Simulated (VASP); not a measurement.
## A VASP study of SnSe (r2SCAN): structure first, properties next

How well does r2SCAN reproduce what experiment finds for SnSe? The cell is relaxed first, and properties follow on it. The steps: full relaxation (r2SCAN), second relaxation, single point with fields (r2SCAN), bands along the symmetry lines (r2SCAN), density of states (r2SCAN), zone-centre phonons (r2SCAN), volume scan with r2SCAN, fit for r2SCAN and independent-particle dielectric function (r2SCAN). Left out of this account: 1 further run (core levels: core levels are not valid at this level). The start is a cell from a database of measured crystal structures.

Method: r2SCAN; plane waves and PAW (Sn_d, Se), in VASP 6.6.1.

Experimental background.

“Direct observation of double valence-band extrema and anisotropic effective masses of the thermoelectric material SnSe” (2017, arxiv:1712.09198) quotes from earlier work for SnSe, orthorhombic Pnma layered (bulk crystal, 295 K): lattice constant a (a (layer stacking direction)) 11.501 Å [literature structure used as calculation input; not this paper's sample]; lattice constant b 4.153 Å [literature structure used as calculation input; not this paper's sample]; lattice constant c 4.445 Å [literature structure used as calculation input; not this paper's sample].

Most raw output is cut from this account.

The database entry behind the starting cell differs from later determinations by our own check (an axis about 0.9 % long against later determinations), so it need not match the best structure at ambient conditions.

### Step 1. Set-up

Before any relaxation, the start is as follows. Symmetry: Pnma, No. 62, orthorhombic system. The conventional cell has a = 11.420 Å, b = 4.190 Å, c = 4.460 Å, α = 90.00°, β = 90.00°, γ = 90.00°. Sn has 5 Se at 2.69 to 3.32 Å nearest. Se has 5 Sn at 2.69 to 3.32 Å nearest. Farther neighbours and most contacts between anions are not listed.

Coordinates:

```
Sn Se
1.0
    11.42000    0.00000    0.00000
     0.00000    4.19000    0.00000
     0.00000    0.00000    4.46000
Sn Se
4 4
Direct
  0.12300 0.25000 0.09100
  0.37700 0.75000 0.59100
  0.62300 0.25000 0.40900
  0.87700 0.75000 0.90900
  0.35700 0.25000 0.01600
  0.14300 0.75000 0.51600
  0.85700 0.25000 0.48400
  0.64300 0.75000 0.98400
```

### Step 2. Full relaxation (r2SCAN)

Properties are meant for the cell that this level of theory prefers, so cell and atoms are relaxed first (ISIF = 3) until forces and stress are small; EDIFFG sets the threshold. r2SCAN adds the kinetic-energy density, costs more than a GGA and is run with LASPH.

INCAR

```
SYSTEM = SnSe
PREC = Accurate
ENCUT = 400
EDIFF = 1E-06
NELM = 100
ISMEAR = 0
SIGMA = 0.05
LREAL = .FALSE.
ALGO = Normal
METAGGA = R2SCAN
LASPH = .TRUE.
NBANDS = 49
LORBIT = 11
LWAVE = .FALSE.
LCHARG = .FALSE.
KPAR = 4
IBRION = 2
NSW = 60
ISIF = 3
EDIFFG = -0.01
```

POSCAR

```
SnSe
1.0
   11.4200000000      0.0000000000      0.0000000000
    0.0000000000      4.1900000000      0.0000000000
    0.0000000000      0.0000000000      4.4600000000
Sn Se
4 4
Direct
    0.1230000000      0.2500000000      0.0910000000
    0.3770000000      0.7500000000      0.5910000000
    0.6230000000      0.2500000000      0.4090000000
    0.8770000000      0.7500000000      0.9090000000
    0.3570000000      0.2500000000      0.0160000000
    0.1430000000      0.7500000000      0.5160000000
    0.8570000000      0.2500000000      0.4840000000
    0.6430000000      0.7500000000      0.9840000000
```

KPOINTS

```
Automatic mesh
0
Gamma
2 5 5
0 0 0
```

PAW data sets: Sn_d and Se (PBE family, release 64).

Launch:

```console
> mpirun -np 4 vasp_std
```

Run time: 50 min. Hardware: 4 MPI ranks of Intel Xeon Platinum 8488C (Sapphire Rapids), shared host; peak memory 1.3 GiB; 3.4 h of CPU time.

The gap is read on the k-mesh alone, so it is an upper bound where the band edges lie off the mesh. The bonds form layers, held to each other by dispersion, which r2SCAN holds only at short range, so the spacing between them may come out too wide. The PAW data sets were made with PBE, which is usual practice but a small mismatch for other functionals. The run keeps the 8 symmetry operations of its start, so it cannot find a distortion of lower symmetry.

The steps of the relaxation (22 of 31):

```tsv
step	energy less that of the first step (eV)	largest force (eV/Å)	pressure (GPa)	volume (Å³)
1	0.0000	0.2046	1.33	213.41
2	-0.0463	0.2749	-0.50	220.29
4	-0.0651	0.1930	0.05	219.19
5	-0.0758	0.1407	0.46	219.24
7	-0.1001	0.0588	-0.10	224.93
8	-0.1003	0.0646	-0.13	225.49
10	-0.1065	0.0716	0.09	226.05
11	-0.1066	0.0767	0.14	226.13
12	-0.1087	0.0319	-0.17	227.57
14	-0.1107	0.0442	-0.07	227.00
15	-0.1111	0.0526	0.03	226.56
17	-0.1130	0.0225	-0.04	226.32
18	-0.1141	0.0299	0.06	225.77
20	-0.1146	0.0176	-0.10	226.07
21	-0.1146	0.0191	-0.06	225.97
22	-0.1150	0.0247	-0.02	225.64
24	-0.1153	0.0280	0.02	225.16
25	-0.1157	0.0104	0.05	224.68
27	-0.1159	0.0250	-0.05	225.08
28	-0.1161	0.0226	-0.04	225.08
30	-0.1164	0.0123	0.02	225.07
31	-0.1165	0.0078	0.02	225.17
```

```tsv
conventional cell, symmetrised	before	after	change
a (Å)	11.420	11.700	+2.4 %
b (Å)	4.190	4.136	-1.3 %
c (Å)	4.460	4.653	+4.3 %
volume (Å³/atom)	26.68	28.15	+5.5 %
```

The atoms that moved most (Å, as changes of fractional coordinates times the final cell):

```tsv
atom	dx	dy	dz	length
Sn4	0.031	0.000	-0.120	0.124
Sn2	0.031	0.000	0.120	0.124
Sn1	-0.031	0.000	0.120	0.124
Sn3	-0.031	0.000	-0.120	0.124
Se6	0.060	0.000	-0.037	0.070
Se5	-0.060	0.000	-0.037	0.070
Se7	-0.060	0.000	0.037	0.070
Se8	0.060	0.000	0.037	0.070
```

The relaxed structure:

```
Sn Se
1.0
    11.69957    0.00000    0.00000
     0.00000    4.13648    0.00000
     0.00000    0.00000    4.65269
Sn Se
4 4
Direct
  0.12033 0.25000 0.11685
  0.37967 0.75000 0.61685
  0.62033 0.25000 0.38315
  0.87967 0.75000 0.88315
  0.35190 0.25000 0.00815
  0.14810 0.75000 0.50815
  0.85190 0.25000 0.49185
  0.64810 0.75000 0.99185
```

A gap read on the k-mesh alone can miss the band edges.

Numbers from this step:

- electrons: 80
- bands: 49
- irreducible k-points: 18
- symmetry operations: 8
- free energy (TOTEN): -159.8157 eV
- Fermi energy: 4.841 eV
- pressure: 0.02069 GPa
- metallic: no
- valence top at k: 0.5, 0, 0.4
- conduction bottom at k: 0, 0.4, 0
- least direct gap at k: 0, 0, 0
- SCF cycles over all ionic steps: 213
- gap on the k-mesh: 1.228 eV
- least direct gap on the k-mesh: 1.405 eV

It ends with a largest force of 0.008 eV/Å and a pressure of 0.02 GPa. The volume lies +5.5 % from that of the database's start.

### Step 3. Second relaxation

The basis stayed that of the start cell while the cell moved. A rerun from the cell reached resets it; the error of the finite cutoff stays. The mesh changes with the cell too.

INCAR is that of step 2.

POSCAR

```
SnSe
1.0
   11.6995704052      0.0000000000      0.0000000000
    0.0000000000      4.1364838857      0.0000000000
    0.0000000000      0.0000000000      4.6526900843
Sn Se
4 4
Direct
    0.1203268500      0.2500000000      0.1168542520
    0.3796731500      0.7500000000      0.6168542520
    0.6203268500      0.2500000000      0.3831457480
    0.8796731500      0.7500000000      0.8831457480
    0.3518960943      0.2500000000      0.0081476676
    0.1481039057      0.7500000000      0.5081476676
    0.8518960943      0.2500000000      0.4918523324
    0.6481039057      0.7500000000      0.9918523324
```

KPOINTS

```
Automatic mesh
0
Gamma
2 6 5
0 0 0
```

Launch:

```console
> mpirun -np 4 vasp_std
```

Wall time 8.2 min (4 MPI ranks); peak memory 1.4 GiB.

Step by step:

```tsv
step	energy less that of the first step (eV)	largest force (eV/Å)	pressure (GPa)	volume (Å³)
1	0.0000	0.0057	0.09	225.17
2	-0.0002	0.0190	-0.01	225.67
3	-0.0002	0.0204	-0.02	225.70
4	-0.0003	0.0167	-0.02	225.82
5	-0.0006	0.0089	0.00	226.21
```

```tsv
conventional cell, symmetrised	before	after	change
a (Å)	11.700	11.719	+0.2 %
b (Å)	4.136	4.132	-0.1 %
c (Å)	4.653	4.671	+0.4 %
volume (Å³/atom)	28.15	28.28	+0.5 %
```

Final coordinates:

```
Sn Se
1.0
    11.71908    0.00000    0.00000
     0.00000    4.13243    0.00000
     0.00000    0.00000    4.67103
Sn Se
4 4
Cartesian
  1.4132 1.0331 0.5494
  4.4463 3.0993 2.8850
  7.2728 1.0331 1.7861
  10.3059 3.0993 4.1216
  4.1220 1.0331 0.0366
  1.7375 3.0993 2.3722
  9.9815 1.0331 2.2989
  7.5971 3.0993 4.6344
```

This step gave:

| Property | Result |
| --- | --- |
| irreducible k-points | 24 |
| free energy (TOTEN) | -159.8183 eV |
| Fermi energy | 4.747 eV |
| pressure | -0.004056 GPa |
| conduction bottom at k | 0, 0.3333, 0 |
| least direct gap at k | 0, 0.3333, 0 |
| SCF cycles over all ionic steps | 36 |
| gap on the k-mesh | 1.099 eV |
| least direct gap on the k-mesh | 1.350 eV |

It ends with a largest force of 0.009 eV/Å and a pressure of 0.00 GPa.

### Step 4. Single point with fields (r2SCAN)

The relaxed cell gets a fresh self-consistent run, on a basis set for its own volume, to fix the density and to check the remaining stress.

INCAR, as its differences from that of step 3:

```diff
@@ -14,7 +14,5 @@
 LWAVE = .FALSE.
-LCHARG = .FALSE.
-KPAR = 4
-IBRION = 2
-NSW = 60
-ISIF = 3
-EDIFFG = -0.01
+LCHARG = .TRUE.
+ISIF = 2
+LELF = .TRUE.
+LVHAR = .TRUE.
```

POSCAR

```
SnSe
1.0
   11.7190832889      0.0000000000      0.0000000000
    0.0000000000      4.1324277340      0.0000000000
    0.0000000000      0.0000000000      4.6710327798
Sn Se
4 4
Direct
    0.1205912525      0.2500000000      0.1176291927
    0.3794087475      0.7500000000      0.6176291927
    0.6205912525      0.2500000000      0.3823708073
    0.8794087475      0.7500000000      0.8823708073
    0.3517336132      0.2500000000      0.0078442043
    0.1482663868      0.7500000000      0.5078442043
    0.8517336132      0.2500000000      0.4921557957
    0.6482663868      0.7500000000      0.9921557957
```

KPOINTS is that of step 3.

Launch:

```console
> mpirun -np 4 vasp_std
```

Run time: 2.5 min. Hardware: 4 MPI ranks; peak memory 0.83 GiB.

This step gave:

- SCF cycles: 14
- bands: 52
- free energy (TOTEN): -159.8189 eV
- Fermi energy: 4.796 eV
- pressure: -0.01264 GPa

Valence electrons inside each PAW sphere by angular momentum. Sphere charges, by row:

```tsv
atom	s (e)	p (e)	d (e)	tot (e)
Sn1	1.316	0.781	9.987	12.08
Sn2	1.316	0.781	9.987	12.08
Sn3	1.316	0.781	9.987	12.08
Sn4	1.316	0.781	9.987	12.08
Se5	1.466	2.382	0.023	3.871
Se6	1.466	2.382	0.023	3.871
Se7	1.466	2.382	0.023	3.871
Se8	1.466	2.382	0.023	3.871
```

ELF in the ac plane at fractional y = 0.250, with atoms of Sn and Se within 0.2 Å of it. It is the smooth field of the valence electrons, not physical close to the nuclei.

Ten even steps from '0' (0.02) to '9' (0.90), each cell a mean:
```
566554347986799720000000000000001
366553236888888510000000001221000
024432113688875200000000024665310
000000001356542001344211257888641
000000000012210014665432478888873
000000000000000036655443689768985
100010000000000156632233699658996
011121100001100145523123589889994
123332211245541035521123479999972
244223323689985213432232247898731
453111335899998411233321113554211
553231347998899720111110000010002
665212448985699830000000000000002
```
Columns run along a (11.7 Å), rows up along c (4.7 Å). Atoms in or near the plane, at fractional coordinates: Sn at (0.12, 0.12), Sn at (0.62, 0.38), Se at (0.35, 0.01), Se at (0.85, 0.49).

Valence density in the ac plane at fractional y = 0.250, with atoms of Sn and Se within 0.2 Å of it. It is the smooth field of the valence electrons, not physical close to the nuclei.

Ten steps, logarithmic in the rise over the least value, from '0' (0 e/Å³) to '9' (11 e/Å³), each cell a mean:
```
223554323443344211111111111111111
122332222344443211111111111121111
111221112233332111111111112222211
111111111222222111122211123343321
111111111111111112223322234444321
111111111111111112345533334434432
111111111111111123478863344304432
112222211111111123589974344444432
123443221122221123589973333444322
235776422233332222367753222333221
247998533344443212234332112222111
247998533444443211122221111111111
236887433441244211111111111111111
```
Columns run along a (11.7 Å), rows up along c (4.7 Å). Atoms in or near the plane, at fractional coordinates: Sn at (0.12, 0.12), Sn at (0.62, 0.38), Se at (0.35, 0.01), Se at (0.85, 0.49).

Electrostatic potential energy in the ac plane at fractional y = 0.250, with atoms of Sn and Se within 0.2 Å of it. With pseudopotentials it is smooth inside the atoms' cores, unlike the true potential.

Ten even steps from '0' (-80 eV) to '9' (4 eV), each cell a mean:
```
998556899744448999999999999999999
999989999965579999999999999999999
999999999998899999999999999999999
999999999999999999999999999889999
999999999999999999998899998546899
999999999999999999865579985454699
999999999999999999620048984474599
999999999999999998400017986444799
998767999999999998500027998667999
985213799999999999742258999999999
972000589976689999987789999999999
972000489844458999999999999999999
984102699646648999999999999999999
```
Columns run along a (11.7 Å; values clipped at the 3rd and 97th percentile), rows up along c (4.7 Å). Atoms in or near the plane, at fractional coordinates: Sn at (0.12, 0.12), Sn at (0.62, 0.38), Se at (0.35, 0.01), Se at (0.85, 0.49).

In this run the pressure is -0.01 GPa, small enough to go on.

### Step 5. Bands along the symmetry lines (r2SCAN)

Levels along the symmetry lines show where the bands peak and cross; KPOINTS_OPT computes them in the converged potential.

INCAR

```
SYSTEM = SnSe
PREC = Accurate
ENCUT = 400
EDIFF = 1E-06
NELM = 100
ISMEAR = 0
SIGMA = 0.05
LREAL = .FALSE.
ALGO = Normal
METAGGA = R2SCAN
LASPH = .TRUE.
NBANDS = 61
LORBIT = 11
LWAVE = .FALSE.
LCHARG = .FALSE.
KPAR = 4
```

POSCAR is that of step 4.

KPOINTS is that of step 4.

KPOINTS_OPT

```
Line mode
12
Line-mode
Reciprocal
  0.00000000   0.00000000   0.00000000 GAMMA
  0.00000000   0.50000000   0.00000000 X

  0.00000000   0.50000000   0.00000000 X
  0.00000000   0.50000000   0.50000000 S

  0.00000000   0.50000000   0.50000000 S
  0.00000000   0.00000000   0.50000000 Y

  0.00000000   0.00000000   0.50000000 Y
  0.00000000   0.00000000   0.00000000 GAMMA

  0.00000000   0.00000000   0.00000000 GAMMA
  0.50000000   0.00000000   0.00000000 Z

  0.50000000   0.00000000   0.00000000 Z
  0.50000000   0.50000000   0.00000000 U

  0.50000000   0.50000000   0.00000000 U
  0.50000000   0.50000000   0.50000000 R

  0.50000000   0.50000000   0.50000000 R
  0.50000000   0.00000000   0.50000000 T

  0.50000000   0.00000000   0.50000000 T
  0.50000000   0.00000000   0.00000000 Z

  0.00000000   0.00000000   0.50000000 Y
  0.50000000   0.00000000   0.50000000 T

  0.50000000   0.50000000   0.00000000 U
  0.00000000   0.50000000   0.00000000 X

  0.00000000   0.50000000   0.50000000 S
  0.50000000   0.50000000   0.50000000 R
```

Launch:

```console
> mpirun -np 4 vasp_std
```

The job ended after 15 min (4 MPI ranks; peak memory 1.9 GiB; 60 min of CPU time).

Spin-orbit coupling is off here; with elements this heavy it splits and shifts levels by tenths of an eV or more.

Numbers from this step:

| Property | Result |
| --- | --- |
| bands | 61 |
| Fermi energy | 4.777 eV |
| pressure | -0.008998 GPa |
| least gap on mesh and path | 1.016 eV |
| least direct gap on mesh and path | 1.331 eV |
| valence top at k | 0, 0, 0.3182 |
| least direct gap at k | 0, 0.3182, 0 |

The electronic bands at the labelled points (eV, zero at the valence-band top; v1 is the highest filled band, c1 the lowest empty one):

```tsv
point	v4	v3	v2	v1	c1	c2	c3	c4
Γ	-1.54	-0.95	-0.72	-0.22	1.19	3.02	3.05	3.16
0.45 of the way	-1.62	-0.72	-0.52	-0.38	1.53	1.61	2.71	3.00
X	-1.06	-1.06	-0.96	-0.96	1.54	1.54	1.58	1.58
0.45 of the way	-1.82	-1.82	-0.80	-0.80	1.52	1.52	2.90	2.90
S	-2.04	-2.04	-1.28	-1.28	3.01	3.01	3.22	3.22
0.45 of the way	-1.52	-1.52	-0.80	-0.80	1.98	1.98	3.62	3.62
Y	-0.79	-0.79	-0.08	-0.08	1.67	1.67	2.14	2.14
0.55 of the way	-1.23	-1.15	-0.34	-0.26	1.50	1.84	2.66	2.92
Γ	-1.54	-0.95	-0.72	-0.22	1.19	3.02	3.05	3.16
0.45 of the way	-1.59	-1.37	-0.63	-0.27	1.71	2.89	3.02	3.12
Z	-1.75	-1.75	-0.43	-0.43	2.71	2.71	2.88	2.88
0.45 of the way	-1.56	-1.56	-0.39	-0.39	2.07	2.07	2.92	2.92
U	-1.15	-1.15	-1.15	-1.15	1.79	1.79	1.79	1.79
0.45 of the way	-1.37	-1.37	-1.37	-1.37	2.47	2.47	2.47	2.47
R	-1.40	-1.40	-1.40	-1.40	2.86	2.86	2.86	2.86
0.45 of the way	-1.50	-1.50	-1.13	-1.13	2.76	2.76	3.51	3.51
T	-0.55	-0.55	-0.10	-0.10	1.68	1.68	2.14	2.14
0.45 of the way	-1.06	-1.06	-0.51	-0.51	2.10	2.10	2.84	2.84
Z	-1.75	-1.75	-0.43	-0.43	2.71	2.71	2.88	2.88
jump to Y	-0.79	-0.79	-0.08	-0.08	1.67	1.67	2.14	2.14
0.45 of the way	-0.66	-0.66	-0.08	-0.08	1.66	1.66	2.17	2.17
T	-0.55	-0.55	-0.10	-0.10	1.68	1.68	2.14	2.14
jump to U	-1.15	-1.15	-1.15	-1.15	1.79	1.79	1.79	1.79
0.45 of the way	-1.11	-1.11	-1.10	-1.10	1.65	1.65	1.74	1.74
X	-1.06	-1.06	-0.96	-0.96	1.54	1.54	1.58	1.58
jump to S	-2.04	-2.04	-1.28	-1.28	3.01	3.01	3.22	3.22
```

The largest weight of each band there:

```tsv
point	v4	v3	v2	v1	c1	c2	c3	c4
Γ	Se 0.83	Se 0.61	Se 0.73	Se 0.68	Sn 0.85	Sn 0.71	Sn 0.65	Sn 0.64
X	Sn 0.54	Sn 0.54	Sn 0.51	Sn 0.51	Sn 0.67	Sn 0.67	Sn 0.63	Sn 0.63
S	Se 0.54	Se 0.54	Se 0.67	Se 0.67	Sn 0.67	Sn 0.67	Sn 0.52	Sn 0.52
Y	Se 0.55	Se 0.55	Sn 0.50	Sn 0.50	Sn 0.72	Sn 0.72	Sn 0.59	Sn 0.59
Γ	Se 0.83	Se 0.61	Se 0.73	Se 0.68	Sn 0.85	Sn 0.71	Sn 0.65	Sn 0.64
Z	Se 0.81	Se 0.81	Se 0.72	Se 0.72	Sn 0.69	Sn 0.69	Sn 0.65	Sn 0.65
```

The path lowers the gap by 0.08 eV against the mesh alone, so a band edge lies off the mesh.

### Step 6. Density of states (r2SCAN)

A density of states needs more k-points than a total energy; ISMEAR = -5 takes tetrahedra, and LORBIT projects the states on the PAW spheres. The mesh is finer than in the run before.

INCAR, as its differences from that of step 5:

```diff
@@ -5,3 +5,3 @@
 NELM = 100
-ISMEAR = 0
+ISMEAR = -5
 SIGMA = 0.05
@@ -16 +16,2 @@
 KPAR = 4
+NEDOS = 2001
```

POSCAR is that of step 5.

KPOINTS

```
Automatic mesh
0
Gamma
3 8 7
0 0 0
```

Launch:

```console
> mpirun -np 4 vasp_std
```

Run time: 5.6 min. Hardware: 4 MPI ranks; peak memory 1.8 GiB; 22 min of CPU time.

Numbers from this step:

| Item | Value |
| --- | --- |
| SCF cycles | 15 |
| irreducible k-points | 40 |
| free energy (TOTEN) | -159.8361 eV |
| Fermi energy | 4.575 eV |
| pressure | -0.04023 GPa |
| valence top at k | 0, 0, 0.4286 |
| conduction bottom at k | 0, 0.375, 0 |
| least direct gap at k | 0, 0, 0 |
| gap on the k-mesh | 1.085 eV |
| least direct gap on the k-mesh | 1.407 eV |

The density of states has structure finer than the step of the table below, so its rows give means over 0.5 eV, whole bins alone (the curve runs from -12.0 to 2.79 eV). Peaks (eV: height): total -3.04: 7.29, -2.45: 7.91, -1.86: 9.85, -0.53: 6.58; Se p -3.04: 2.61, -2.45: 3.07, -1.86: 4.22, -0.53: 2.33; Sn p -3.04: 0.970, -1.86: 0.965, 2.13: 1.74; Sn s -7.47: 3.00, -7.03: 2.64, -6.66: 2.90, -0.53: 1.04; Sn d -3.04: 0.0907, -2.45: 0.111, -1.86: 0.169.

States under -12.0 eV and over 2.8 eV are left out. Table of density of states by energy, zero at the valence-band top; means over each step; values in states/eV/cell:

```tsv
energy (eV)	total	Se p	Sn p	Sn s	Sn d	Se s	Se d
-8.5	0	0	0	0	0	0	0
-8.0	0.218	0.0202	0.00126	0.0992	4.1e-4	0.00611	4.3e-4
-7.5	4.10	0.412	0.0298	1.95	0.00812	0.104	0.0128
-7.0	4.97	0.549	0.0675	2.37	0.00985	0.157	0.0198
-6.5	4.24	0.518	0.0737	1.92	0.0120	0.231	0.0140
-6.0	1.52	0.168	0.0244	0.661	0.00489	0.154	0.00213
-5.5	0.862	0.0845	0.0163	0.380	0.00207	0.110	6.9e-4
-5.0	0.148	0.0157	0.00232	0.0646	1.3e-4	0.0209	0
-4.5	1.63	0.460	0.242	0.0409	0.00921	0.0114	0.00227
-4.0	4.37	1.31	0.624	0.106	0.0338	0.0257	0.00858
-3.5	5.62	1.85	0.773	0.111	0.0583	0.0338	0.0134
-3.0	6.22	2.23	0.824	0.131	0.0772	0.0375	0.0177
-2.5	6.68	2.58	0.799	0.139	0.0945	0.0391	0.0211
-2.0	6.92	2.91	0.705	0.181	0.115	0.0317	0.0202
-1.5	5.19	1.94	0.600	0.372	0.0718	0.0216	0.0153
-1.0	5.88	2.01	0.706	0.685	0.0601	0.0360	0.0163
-0.5	5.12	1.83	0.478	0.796	0.0513	0.0248	0.0147
0.0	0.537	0.200	0.0353	0.102	0.00632	0.00325	0.00140
0.5	0	0	0	0	0	0	0
1.0	0.0180	0.00165	0.00469	0.00109	2.4e-4	0.00102	2.3e-4
1.5	1.76	0.163	0.494	0.0989	0.0246	0.0799	0.0345
2.0	4.77	0.509	1.38	0.245	0.0657	0.201	0.0966
2.5	5.15	0.599	1.57	0.166	0.0853	0.170	0.116
```

The gap on this mesh is 1.08 eV, over the 1.02 eV of the band run, since this mesh misses a band edge. In the top eV of the valence band the largest shares in the PAW spheres are Se p 35 %, Sn s 15 % and Sn p 10 %; in the lowest eV of the conduction band, Sn p 28 %, Se p 10 % and Sn s 6 %. The rest lies in smaller channels or between the spheres.

(Continued in part 2 of 2.)

[Lines on the potential files, build, host, timing and source positions are cut from VASP's logs without a mark.]

[Logs are printed without paths, hosts, clocks, repeated set-up lines and the standing remarks that a program may print on its own settings, such as how far it seeks lower states.]

[Hosts, paths, dates, database ids (printed as entryN), source tags and the programs' standing remarks are cut or masked in the printed files.]

[Measured values are set beside computed ones only where the two were judged alike; some that the calculation misses by far are left out.]

[In band tables of VASP the shares of atoms and orbitals are scaled to a sum of 1 inside the atoms' spheres.]
